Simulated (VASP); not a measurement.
Computed with r2SCAN meta-GGA, VASP's PBE PAW potentials (set 64) (plane waves; VASP 6.6.1).

VASP ran on this input.

INCAR:
```
SYSTEM = Os
PREC = Normal
ENCUT = 400
EDIFF = 1E-5
NELM = 100
ALGO = Normal
LREAL = .FALSE.
LASPH = .TRUE.
ISMEAR = 1
SIGMA = 0.1
METAGGA = R2SCAN
LMIXTAU = .TRUE.
LMAXMIX = 6
LWAVE = .FALSE.
LCHARG = .FALSE.
NELMIN = 4
IBRION = 2
ISIF = 2
NSW = 20
EDIFFG = -0.03
```

File KPOINTS:
```
Automatic mesh
0
Gamma
17 17 10
0 0 0
```

**POSCAR**
```
Os
1
    2.7414495937     0.0000000000     0.0000000000
   -1.3707247969     2.3741646346     0.0000000000
    0.0000000000     0.0000000000     4.3171075114
Os
2
Direct
  0.6666670000   0.3333330000   0.7500000000
  0.3333330000   0.6666670000   0.2500000000
```

POTCAR, in this order: Os (PBE.64 set). Program: vasp_std.

What VASP printed:

### OUTCAR
```
 ion  position               nearest neighbor table
   1  0.667  0.333  0.750-   2 2.68   2 2.68   2 2.68   2 2.68   2 2.68   2 2.68
   2  0.333  0.667  0.250-   1 2.68   1 2.68   1 2.68   1 2.68   1 2.68   1 2.68
  LATTYP: Found a hexagonal cell.
 ALAT       =     2.7414495937
 C/A-ratio  =     1.5747535615
 Subroutine PRICEL returns:
 Original cell was already a primitive cell.
 Subroutine GETGRP returns: Found 24 space group operations
The static configuration has the point symmetry D_3d.
 The point group associated with its full space group is D_6h.
The dynamic configuration has the point symmetry D_3d.
 Subroutine INISYM returns: Found 24 space group operations
 Subroutine IBZKPT returns following result:
 Found    198 irreducible k-points:

 Following reciprocal coordinates:
            Coordinates               Weight
  0.000000  0.000000  0.000000      1.000000
  0.058824  0.000000  0.000000      6.000000
  0.117647 -0.000000  0.000000      6.000000
  0.176471  0.000000  0.000000      6.000000
  0.235294 -0.000000  0.000000      6.000000
  0.294118 -0.000000  0.000000      6.000000
  0.352941 -0.000000  0.000000      6.000000
  0.411765  0.000000  0.000000      6.000000
  0.470588 -0.000000  0.000000      6.000000
  0.058824  0.058824  0.000000      6.000000
  0.117647  0.058824  0.000000     12.000000
  0.176471  0.058824  0.000000     12.000000
  0.235294  0.058824  0.000000     12.000000
  0.294118  0.058824  0.000000     12.000000
  0.352941  0.058824  0.000000     12.000000
  0.411765  0.058824  0.000000     12.000000
  0.470588  0.058824  0.000000      6.000000
  0.117647  0.117647  0.000000      6.000000
  0.176471  0.117647  0.000000     12.000000
  0.235294  0.117647  0.000000     12.000000
  0.294118  0.117647  0.000000     12.000000
  0.352941  0.117647  0.000000     12.000000
...
```

OSZICAR:
```
       N       E                     dE             d eps       ncg     rms          rms(c)
DAV:   1     0.867536151757E+00    0.86754E+00   -0.68882E+03  4760   0.108E+03
DAV:   2    -0.103141031037E+03   -0.10401E+03   -0.93256E+02  5284   0.376E+02
DAV:   3    -0.108593702159E+03   -0.54527E+01   -0.50817E+01  5584   0.722E+01
DAV:   4    -0.108702419181E+03   -0.10872E+00   -0.10807E+00  5148   0.990E+00
DAV:   5    -0.108703572464E+03   -0.11533E-02   -0.11529E-02  5480   0.860E-01    0.222E+01
DAV:   6    -0.106255445576E+03    0.24481E+01   -0.77356E-01  4940   0.839E+00    0.114E+01
DAV:   7    -0.105091908676E+03    0.11635E+01   -0.25195E+00  5336   0.145E+01    0.271E+00
DAV:   8    -0.105835098622E+03   -0.74319E+00   -0.36845E-01  5088   0.568E+00    0.327E-01
DAV:   9    -0.105983190574E+03   -0.14809E+00   -0.13855E-01  5364   0.329E+00    0.313E-01
DAV:  10    -0.106002066104E+03   -0.18876E-01   -0.11407E-02  4896   0.104E+00    0.193E-01
DAV:  11    -0.106002150526E+03   -0.84423E-04   -0.15166E-03  5012   0.394E-01    0.881E-02
DAV:  12    -0.106003218294E+03   -0.10678E-02   -0.25667E-04  4932   0.181E-01    0.102E-02
DAV:  13    -0.106003244998E+03   -0.26704E-04   -0.33671E-05  4600   0.532E-02    0.138E-02
DAV:  14    -0.106003261648E+03   -0.16650E-04   -0.18207E-06  2412   0.171E-02    0.250E-03
DAV:  15    -0.106003255048E+03    0.66001E-05   -0.60767E-07  2392   0.841E-03
   1 F= -.10600326E+03 E0= -.10600315E+03  d E =-.106003E+03
```

**OUTCAR**
```
------------------------ aborting loop because EDIFF is reached ----------------------------------------
  FORCE on cell =-STRESS in cart. coord.  units (eV):
  Direction    XX          YY          ZZ          XY          YZ          ZX
  --------------------------------------------------------------------------------------
  Total       -0.0824774     -0.0824774      0.0848478      0.0000000     -0.0000000      0.0000000
  in kB       -4.7028543     -4.7028529      4.8380154      0.0000000     -0.0000000      0.0000000
  external PRESSURE =      -1.5225639 kB  Pullay stress =       0.0000000 kB
  volume of cell :       28.10
      direct lattice vectors                 reciprocal lattice vectors
     2.741449594  0.000000000  0.000000000     0.364770522  0.210600391  0.000000000
    -1.370724797  2.374164635  0.000000000     0.000000000  0.421200782  0.000000000
     0.000000000  0.000000000  4.317107511     0.000000000  0.000000000  0.231636575
 POSITION                                       TOTAL-FORCE (eV/Angst)
 -----------------------------------------------------------------------------------
      1.37073      0.79139      3.23783        -0.000000     -0.000000      0.000000
     -0.00000      1.58278      1.07928         0.000000      0.000000      0.000000
 -----------------------------------------------------------------------------------
    total drift:                               -0.000021      0.000014     -0.000021
  FREE ENERGIE OF THE ION-ELECTRON SYSTEM (eV)
  ---------------------------------------------------
  free  energy   TOTEN  =      -106.0032550482 eV

  energy  without entropy=     -106.0029327778  energy(sigma->0) =     -106.00314762

 reached required accuracy - stopping structural energy minimisation
```
(Selected blocks of OUTCAR.)

The compound is Os in the hcp structure. It was relaxed first.
